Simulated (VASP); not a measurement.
Hf4O7:

```
CELL_PARAMETERS angstrom
5.11800 0.00000 0.00000
0.00000 5.18570 0.00000
-0.85866 0.00000 5.21387
ATOMIC_POSITIONS crystal
Hf 0.27550 0.03970 0.20800
Hf 0.72450 0.53970 0.29200
Hf 0.72450 0.96030 0.79200
Hf 0.27550 0.46030 0.70800
O 0.44870 0.75810 0.48010
O 0.55130 0.25810 0.01990
O 0.55130 0.24190 0.51990
O 0.44870 0.74190 0.98010
O 0.92580 0.83160 0.15330
O 0.92580 0.66840 0.65330
O 0.07420 0.16840 0.84670
```

The cell was built by a generator and needn't be a form met in nature.

| Quantity | Value |
| --- | --- |
| Program | VASP 6.6.1 |
| Task | relaxation of cell and atoms |
| Functional | PBE |
| Potentials or basis | VASP PAW PBE potentials, release 64 (Hf_pv, O) |
| Cutoff | 600 eV |
| k mesh | 4 × 4 × 4 |
| Occupations | gaussian, width 0.05 eV |
| Spin | no spin polarisation |

At the start: pressure -0.8 GPa; volume 12.58 Å³/atom.

Task: How do energy, volume and symmetry change on relaxing?

Result: Over 31 steps the energy falls by 8.3 meV/atom and the volume is 12.53 Å³/atom (-0.4 %); space group P1 (No. 1, to 0.05 Å).

Step by step:
| step | energy change (eV) | largest force (eV/Å) | pressure (GPa) | volume (Å³) |
| --- | --- | --- | --- | --- |
| 1 | 0.0000 | 0.8781 | -0.77 | 138.38 |
| 2 | -0.0632 | 0.3819 | 0.62 | 137.17 |
| 3 | -0.0633 | 0.3735 | 0.55 | 137.21 |
| 4 | -0.0811 | 0.1756 | -0.30 | 137.74 |
| 5 | -0.0812 | 0.1892 | -0.35 | 137.78 |
| 6 | -0.0864 | 0.0849 | 0.29 | 137.40 |
| 7 | -0.0864 | 0.0831 | 0.28 | 137.41 |
| 8 | -0.0880 | 0.0541 | -0.23 | 137.73 |
| 9 | -0.0880 | 0.0576 | -0.26 | 137.75 |
| 10 | -0.0888 | 0.0503 | 0.16 | 137.56 |
| 11 | -0.0888 | 0.0425 | 0.10 | 137.59 |
| 12 | -0.0894 | 0.0322 | 0.02 | 137.65 |
| 13 | -0.0895 | 0.0425 | -0.02 | 137.68 |
| 14 | -0.0897 | 0.0343 | 0.01 | 137.68 |
| 15 | -0.0898 | 0.0355 | 0.02 | 137.69 |
| 16 | -0.0900 | 0.0311 | -0.02 | 137.72 |
| 17 | -0.0901 | 0.0286 | -0.05 | 137.74 |
| 18 | -0.0903 | 0.0272 | 0.07 | 137.69 |
| 19 | -0.0904 | 0.0383 | 0.15 | 137.65 |
| 20 | -0.0906 | 0.0346 | 0.08 | 137.69 |
| 21 | -0.0908 | 0.0335 | -0.11 | 137.83 |
| 22 | -0.0910 | 0.0215 | -0.05 | 137.81 |
| 23 | -0.0910 | 0.0393 | 0.04 | 137.78 |
| 24 | -0.0911 | 0.0170 | 0.01 | 137.80 |
| 25 | -0.0912 | 0.0179 | 0.00 | 137.81 |
| 26 | -0.0912 | 0.0120 | -0.01 | 137.82 |
| 27 | -0.0912 | 0.0106 | -0.03 | 137.83 |
| 28 | -0.0912 | 0.0058 | 0.02 | 137.80 |
| 29 | -0.0912 | 0.0061 | 0.03 | 137.81 |
| 30 | -0.0912 | 0.0058 | 0.02 | 137.80 |
| 31 | -0.0912 | 0.0045 | -0.01 | 137.83 |

Final structure:
```
CELL_PARAMETERS angstrom
5.10131 0.01419 0.00840
0.01444 5.17955 -0.02572
-0.84735 -0.02820 5.21511
ATOMIC_POSITIONS crystal
Hf 0.27282 0.04810 0.21291
Hf 0.72443 0.54161 0.28958
Hf 0.72135 0.95638 0.78992
Hf 0.27313 0.45764 0.71075
O 0.45036 0.75994 0.47551
O 0.55652 0.25382 0.02645
O 0.53929 0.24281 0.51972
O 0.45276 0.74427 0.97407
O 0.93721 0.82549 0.15291
O 0.93166 0.66405 0.64726
O 0.06626 0.17430 0.85422
```
